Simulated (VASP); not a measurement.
```
Al31O48Si
1.0
    9.17585    -4.80660     0.00041
    9.17585     4.80660     0.00041
    6.65764     0.00000     7.93570
Si Al O
1 31 48
Direct
  0.42750   0.42769   0.42343
  0.17600   0.17600   0.17600
  0.07400   0.07400   0.07400
  0.32160   0.33055   0.32053
  0.42600   0.42600   0.92600
  0.17600   0.17600   0.67600
  0.07400   0.07400   0.57400
  0.32400   0.32400   0.82400
  0.42600   0.92600   0.42600
  0.17600   0.67600   0.17600
  0.07400   0.57400   0.07400
  0.32400   0.82400   0.32400
  0.42600   0.92600   0.92600
  0.17600   0.67600   0.67600
  0.07922   0.57112   0.57657
  0.32400   0.82400   0.82400
  0.92600   0.42600   0.42600
  0.67600   0.17600   0.17600
  0.57400   0.07400   0.07400
  0.82400   0.32400   0.32400
  0.92600   0.42600   0.92600
  0.67600   0.17600   0.67600
  0.57150   0.07890   0.56904
  0.82400   0.32400   0.82400
  0.92600   0.92600   0.42600
  0.67600   0.67600   0.17600
  0.57774   0.56742   0.07779
  0.82400   0.82400   0.32400
  0.92600   0.92600   0.92600
  0.67600   0.67600   0.67600
  0.57400   0.57400   0.57400
  0.82400   0.82400   0.82400
  0.22200   0.02800   0.37500
  0.02800   0.37500   0.22200
  0.27800   0.47200   0.12500
  0.12500   0.27800   0.47200
  0.47200   0.12500   0.27800
  0.37500   0.22200   0.02800
  0.22200   0.02800   0.87500
  0.02800   0.37500   0.72200
  0.27827   0.47585   0.62657
  0.12500   0.27800   0.97200
  0.47200   0.12500   0.77800
  0.37327   0.22831   0.52857
  0.22554   0.52267   0.37548
  0.02800   0.87500   0.22200
  0.27800   0.97200   0.12500
  0.12500   0.77800   0.47200
  0.46725   0.63020   0.27601
  0.37500   0.72200   0.02800
  0.22200   0.52800   0.87500
  0.02800   0.87500   0.72200
  0.27800   0.97200   0.62500
  0.12500   0.77800   0.97200
  0.47200   0.62500   0.77800
  0.37500   0.72200   0.52800
  0.72200   0.02800   0.37500
  0.53254   0.37637   0.21884
  0.77800   0.47200   0.12500
  0.62413   0.28222   0.46784
  0.97200   0.12500   0.27800
  0.87500   0.22200   0.02800
  0.72200   0.02800   0.87500
  0.52800   0.37500   0.72200
  0.77800   0.47200   0.62500
  0.62500   0.27800   0.97200
  0.97200   0.12500   0.77800
  0.87500   0.22200   0.52800
  0.72200   0.52800   0.37500
  0.52800   0.87500   0.22200
  0.77800   0.97200   0.12500
  0.62500   0.77800   0.47200
  0.97200   0.62500   0.27800
  0.87500   0.72200   0.02800
  0.72200   0.52800   0.87500
  0.52800   0.87500   0.72200
  0.77800   0.97200   0.62500
  0.62500   0.77800   0.97200
  0.97200   0.62500   0.77800
  0.87500   0.72200   0.52800
```
Cell charge +1.

Calculation: PBE GGA, VASP's PBE PAW potentials (set 64) (plane waves; VASP). Run with PREC = Normal, LREAL = Auto, ISYM = 0, NELECT = 384.0, EDIFF = 1E-5, 400 eV cut-off, 1×1×1 Γ-centred mesh, Gaussian smearing of 0.050 eV, potentials Si Al O.

At this cut-off the stress carries a Pulay error, which pulls relaxed volumes low. The cell is charged, with a uniform compensating background. The supercell is sampled at Γ alone, which is coarse: total energies, pressure and levels can be off, energies of defects by several tenths of an eV.

Task: The ions are relaxed. Give the cell that the relaxation ends in.

Result: 
```
Al31O48Si
1.0
    9.17585    -4.80660     0.00041
    9.17585     4.80660     0.00041
    6.65764     0.00000     7.93570
Si Al O
1 31 48
Direct
  0.42422   0.42440   0.42394
  0.17616   0.17638   0.17601
  0.07399   0.07411   0.07379
  0.32193   0.32202   0.32178
  0.42741   0.42596   0.92523
  0.17432   0.17710   0.67699
  0.07265   0.07555   0.57328
  0.32551   0.32321   0.82339
  0.42581   0.92556   0.42717
  0.17697   0.67733   0.17412
  0.07535   0.57362   0.07246
  0.32299   0.82384   0.32533
  0.42531   0.92659   0.92674
  0.17517   0.68036   0.67559
  0.07168   0.57565   0.57477
  0.32437   0.82456   0.82300
  0.92538   0.42753   0.42558
  0.67716   0.17452   0.17670
  0.57347   0.07278   0.07517
  0.82354   0.32574   0.32274
  0.92703   0.42544   0.92613
  0.67576   0.17532   0.68001
  0.57501   0.07188   0.57518
  0.82326   0.32447   0.82426
  0.92634   0.92723   0.42510
  0.68013   0.67589   0.17496
  0.57548   0.57521   0.07137
  0.82445   0.82337   0.32412
  0.92652   0.92665   0.92633
  0.67599   0.67609   0.67568
  0.57410   0.57418   0.57383
  0.82409   0.82421   0.82380
  0.22151   0.02877   0.37529
  0.02854   0.37569   0.22126
  0.27914   0.47201   0.12428
  0.12433   0.27933   0.47176
  0.47194   0.12450   0.27893
  0.37550   0.22168   0.02833
  0.22218   0.02911   0.87436
  0.02897   0.37583   0.72110
  0.28828   0.46659   0.61413
  0.12637   0.27841   0.97035
  0.47298   0.12499   0.77748
  0.37645   0.22832   0.52488
  0.22826   0.52545   0.37620
  0.02893   0.87474   0.22196
  0.27824   0.97066   0.12616
  0.12476   0.77802   0.47278
  0.46651   0.61454   0.28809
  0.37569   0.72146   0.02871
  0.22281   0.52788   0.87193
  0.02734   0.87696   0.72135
  0.27898   0.97448   0.62402
  0.12598   0.77819   0.97077
  0.47161   0.62535   0.77798
  0.37454   0.72168   0.52881
  0.72132   0.02917   0.37540
  0.52520   0.37668   0.22794
  0.77772   0.47317   0.12448
  0.61438   0.28841   0.46618
  0.97049   0.12657   0.27801
  0.87460   0.22232   0.02871
  0.72145   0.02751   0.87662
  0.52897   0.37473   0.72130
  0.77821   0.47172   0.62500
  0.62425   0.27912   0.97415
  0.97099   0.12607   0.77791
  0.87215   0.22296   0.52745
  0.72151   0.52912   0.37433
  0.52763   0.87233   0.22260
  0.77810   0.97109   0.12574
  0.62527   0.77831   0.47133
  0.97440   0.62436   0.27874
  0.87678   0.72162   0.02715
  0.72223   0.52864   0.87468
  0.52849   0.87511   0.72194
  0.77702   0.97521   0.62376
  0.62400   0.77717   0.97473
  0.97509   0.62412   0.77678
  0.87495   0.72240   0.52826
```
Cell charge +1.

Task: How much energy does the relaxation gain?

Result: The energy (σ→0) changes by -14.4 meV/atom, in 14 ionic steps.

```json
[
 {"step": "1", "E(σ→0) (eV)": "-606.6198", "max force (eV/Å)": "3.098", "pressure (GPa)": "-9.88", "volume (Å³)": "699.98"},
 {"step": "2", "E(σ→0) (eV)": "-606.9251", "max force (eV/Å)": "2.280", "pressure (GPa)": "-9.43", "volume (Å³)": "699.98"},
 {"step": "3", "E(σ→0) (eV)": "-607.5768", "max force (eV/Å)": "0.981", "pressure (GPa)": "-9.96", "volume (Å³)": "699.98"},
 {"step": "4", "E(σ→0) (eV)": "-607.7206", "max force (eV/Å)": "0.336", "pressure (GPa)": "-9.96", "volume (Å³)": "699.98"},
 {"step": "5", "E(σ→0) (eV)": "-607.7212", "max force (eV/Å)": "0.322", "pressure (GPa)": "-9.96", "volume (Å³)": "699.98"},
 {"step": "6", "E(σ→0) (eV)": "-607.7537", "max force (eV/Å)": "0.183", "pressure (GPa)": "-9.96", "volume (Å³)": "699.98"},
 {"step": "7", "E(σ→0) (eV)": "-607.7540", "max force (eV/Å)": "0.189", "pressure (GPa)": "-9.96", "volume (Å³)": "699.98"},
 {"step": "8", "E(σ→0) (eV)": "-607.7636", "max force (eV/Å)": "0.095", "pressure (GPa)": "-9.95", "volume (Å³)": "699.98"},
 {"step": "9", "E(σ→0) (eV)": "-607.7637", "max force (eV/Å)": "0.102", "pressure (GPa)": "-9.95", "volume (Å³)": "699.98"},
 {"step": "10", "E(σ→0) (eV)": "-607.7675", "max force (eV/Å)": "0.045", "pressure (GPa)": "-9.95", "volume (Å³)": "699.98"},
 {"step": "11", "E(σ→0) (eV)": "-607.7679", "max force (eV/Å)": "0.055", "pressure (GPa)": "-9.95", "volume (Å³)": "699.98"},
 {"step": "12", "E(σ→0) (eV)": "-607.7693", "max force (eV/Å)": "0.037", "pressure (GPa)": "-9.95", "volume (Å³)": "699.98"},
 {"step": "13", "E(σ→0) (eV)": "-607.7693", "max force (eV/Å)": "0.038", "pressure (GPa)": "-9.95", "volume (Å³)": "699.98"},
 {"step": "14", "E(σ→0) (eV)": "-607.7700", "max force (eV/Å)": "0.020", "pressure (GPa)": "-9.95", "volume (Å³)": "699.98"}
]
```

The cell is a supercell with a defect, built from Al2O3 (corundum): Si_Al, charge +1. The run is not spin-polarised, so no state with unpaired spins was tried.
